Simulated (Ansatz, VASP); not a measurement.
# Cs15K8Li18F41: VASP beside Ansatz, part 2 of 2

Wanted: the spread between two codes on one cell, functional and k mesh. The structure shown is frame 39 of Ansatz's trajectory.

VASP 6.6.1 and Ansatz 0.2.0.

So far: The starting structure; Ansatz: dynamics, PBE.

## 3. VASP: single point, PBE

Level of this step: PBE; plane waves and PAW (Cs_sv, K_sv, Li_sv, F) (VASP).

The same cell, functional, mesh and smearing now go to VASP, with its own data sets.

Lines of VASP's logs that name or quote its potential files are left out, and so is its time.

INCAR reads:

```
SYSTEM = Cs15K8Li18F41
PREC = Accurate
ENCUT = 650
EDIFF = 1E-06
NELM = 120
ISMEAR = 0
SIGMA = 0.05
LREAL = Auto
ALGO = Normal
GGA = PE
NBANDS = 336
LORBIT = 11
LWAVE = .FALSE.
LCHARG = .FALSE.
ISIF = 2
LASPH = .TRUE.
GGA_COMPAT = .FALSE.
EFERMI = MIDGAP
NCORE = 2
```

POSCAR reads:

```
Cs15K8Li18F41
1.0
   13.1430000000      0.0000000000      0.0000000000
    0.0000000000     13.1430000000      0.0000000000
    0.0000000000      0.0000000000     13.1430000000
Cs K Li F
15 8 18 41
Direct
    0.2390778361      0.8785208856      0.1138096325
    0.0465494940      0.6283725177      0.4663623221
    0.4238758274      0.1169824241      0.9706383626
    0.8284409952      0.8189758807      0.2935783307
    0.2255040706      0.8547591874      0.4212736818
    0.3800045652      0.5958380887      0.2648634254
    0.2818838926      0.5552233128      0.9407365137
    0.9986989272      0.8951457049      0.6174998098
    0.5877044815      0.1736209389      0.4826827969
    0.3178193715      0.7637069162      0.7592634863
    0.0271323138      0.0695731568      0.9245453854
    0.7512440082      0.8372441604      0.9724568211
    0.8609221639      0.3290420756      0.0621699764
    0.3780948033      0.3613558548      0.7926652971
    0.9895914175      0.3652590733      0.7506353192
    0.9959522179      0.6097314160      0.0137411550
    0.5424104086      0.9329376855      0.5675568744
    0.0412995511      0.0866544929      0.3284714297
    0.4875066575      0.4702198889      0.5134139846
    0.7030282280      0.6239366963      0.7683786046
    0.8077075249      0.5435593091      0.2015597657
    0.5463288443      0.9805295595      0.2258236324
    0.8217910675      0.4502396713      0.5685307768
    0.2245529940      0.2913946588      0.5384082782
    0.6922772579      0.1239290877      0.9876360040
    0.6074260062      0.4428060565      0.2947804915
    0.7240812600      0.0911435745      0.2504983641
    0.1203454310      0.3944152781      0.0660960207
    0.6954957011      0.2345126683      0.7823480180
    0.1105835806      0.1227193183      0.6560678688
    0.3957696112      0.2722513886      0.1804078217
    0.3312409648      0.0489385985      0.6791676177
    0.3051434224      0.0824469299      0.3057368942
    0.4842577798      0.7622688884      0.0610819448
    0.2613330290      0.5595221791      0.5782393670
    0.1166172107      0.3099672830      0.2198356540
    0.7111466180      0.5991706612      0.4285703416
    0.6089705547      0.5775698090      0.9904359735
    0.5643384311      0.3652438560      0.9979076314
    0.8383550179      0.1207486875      0.7322224758
    0.5850110325      0.3161683025      0.1857566766
    0.5059803698      0.3491288138      0.2840827817
    0.5411549874      0.4780643689      0.9284105608
    0.8601536940      0.1677014380      0.8557026554
    0.5806360800      0.9567450354      0.0369017728
    0.9577265465      0.1309822719      0.6807578178
    0.3907479267      0.9364528646      0.6517005250
    0.8395039184      0.8200182607      0.7965000380
    0.4794034847      0.3033934414      0.0868447082
    0.6347257095      0.6087499049      0.5730655102
    0.6632960511      0.1993456593      0.2778132846
    0.0409647721      0.4688883816      0.1727231226
    0.8011336833      0.1076999163      0.1242943011
    0.7214182455      0.3346115803      0.6994597885
    0.7182758883      0.4096401126      0.3884805600
    0.3269344898      0.7551320094      0.9738415887
    0.0688503386      0.4460625428      0.9518298714
    0.0993532679      0.2392756600      0.0910903142
    0.1902381496      0.9916685688      0.2863197139
    0.9384387126      0.5672220954      0.6803393441
    0.3708742296      0.1162748231      0.1944609298
    0.6237312638      0.5907022750      0.3022597580
    0.3591874001      0.1472951381      0.7525450810
    0.0286920794      0.8363159096      0.4142889751
    0.7096248954      0.0833599635      0.6912348779
    0.2948946207      0.4280757818      0.5036521342
    0.2730579015      0.4138933272      0.1136422430
    0.1697861980      0.2318724796      0.3029901849
    0.1476983946      0.0187171879      0.7362246063
    0.9525222552      0.7746024500      0.1102716275
    0.8355626569      0.6413071597      0.4058662406
    0.7705851023      0.5582895838      0.0096020695
    0.3970706840      0.0335235487      0.4119379137
    0.3004260823      0.6603515179      0.5004641254
    0.2939968044      0.5655862436      0.7063075401
    0.4263105836      0.8157650460      0.1617058510
    0.7543331051      0.0215628091      0.3736437647
    0.6287149053      0.2183367572      0.9173095945
    0.6622688884      0.3910066195      0.1191965305
    0.1921098684      0.3134292019      0.6596286997
    0.2169139466      0.1393137031      0.5598341322
    0.5682416495      0.7047858175      0.9757209161
```

KPOINTS reads:

```
Automatic mesh
0
Gamma
1 1 1
0 0 0
```

PAW data sets: Cs_sv, K_sv, Li_sv and F (PBE family, release 64).

Command:

```
$ mpirun -np 8 vasp_gam
```

Numbers of over 12 decimals in the logs are rounded to 6 here.

The program printed:

```text
[banner, memory and clock lines left out]
running    8 mpi-ranks, on    1 nodes
[...]
LDA part: xc-table for (Slater+PW92), standard interpolation
 POSCAR, INCAR and KPOINTS ok, starting setup
[...]
entering main loop
       N       E                     dE             d eps       ncg     rms          rms(c)
DAV:   1     0.718965875758E+04    0.71897E+04   -0.31576E+05   672   0.186E+03
DAV:   2     0.542383983427E+03   -0.66473E+04   -0.63882E+04   840   0.449E+02
DAV:   3    -0.350277078914E+03   -0.89266E+03   -0.88828E+03   800   0.169E+02
DAV:   4    -0.398866338654E+03   -0.48589E+02   -0.48367E+02  1008   0.386E+01
[...]
DAV:  20    -0.338327565982E+03    0.22776E-05   -0.32125E-05   824   0.106E-02    0.624E-03
DAV:  21    -0.338327563457E+03    0.25249E-05   -0.48311E-06   696   0.601E-03    0.282E-03
DAV:  22    -0.338327562684E+03    0.77380E-06   -0.20958E-06   536   0.419E-03
   1 F= -.33832756E+03 E0= -.33832756E+03  d E =0.000000E+00
```

From OUTCAR (step 3):

```text
  FREE ENERGIE OF THE ION-ELECTRON SYSTEM (eV)
  ---------------------------------------------------
  free  energy   TOTEN  =      -338.3275626837 eV

  energy  without entropy=     -338.3275626837  energy(sigma->0) =     -338.32756268

[... 1 further part left out ...]
```

The run ends at a pressure of -1.23 GPa, with forces up to 1.8 eV/Å.

## 4. Differences

Known differences besides the potentials themselves: the cutoff is 420 eV in Ansatz and 650 eV in VASP (PREC = Accurate, projectors in real space). Total energies have different zeros and are not compared.

Forces on 9 of the 82 atoms, those with the largest forces and the largest differences (eV/Å; atoms numbered as in POSCAR):

| atom | Ansatz x, y, z | VASP x, y, z |
| --- | --- | --- |
| Cs5 | 1.160, 0.203, 0.596 | 1.204, 0.189, 0.628 |
| Li27 | 1.447, 0.289, 0.061 | 1.470, 0.226, 0.039 |
| Li32 | -1.161, 0.263, -0.574 | -1.208, 0.245, -0.613 |
| Li36 | 0.159, 0.100, -0.742 | 0.129, 0.154, -0.790 |
| Li41 | -0.014, -1.694, 0.078 | -0.021, -1.760, 0.082 |
| F46 | 1.098, -0.087, -0.699 | 1.137, -0.086, -0.714 |
| F63 | 0.715, 0.819, 0.964 | 0.729, 0.865, 0.998 |
| F68 | -0.017, -0.325, 0.806 | 0.028, -0.369, 0.854 |
| F80 | -0.706, 0.573, 1.074 | -0.723, 0.580, 1.131 |

The forces differ by 21 meV/Å r.m.s., which is 4.6 % of the r.m.s. force of 0.453 eV/Å (both taken over all components).

## 5. Summary of results

| Property | Result |
| --- | --- |
| r.m.s. force difference (single point, PBE) | 4.6 % of the r.m.s. force |

In words: The r.m.s. force difference is 4.6 % of the r.m.s. force (single point, PBE), beyond the 3 % picked in this series as the mark of a large difference. What causes the difference of the single point, PBE pair stays open here. 2 further runs of this series are not shown here. How closely two codes agree says nothing of how well the functional describes the real material.

[Lines on the potential files, build, host, timing and source positions are cut from VASP's logs without a mark.]

[Logs are printed without paths, hosts, clocks, repeated set-up lines and the standing remarks that a program may print on its own settings, such as how far it seeks lower states.]

[Hosts, paths, dates, database ids (printed as entryN), source tags and the programs' standing remarks are cut or masked in the printed files.]
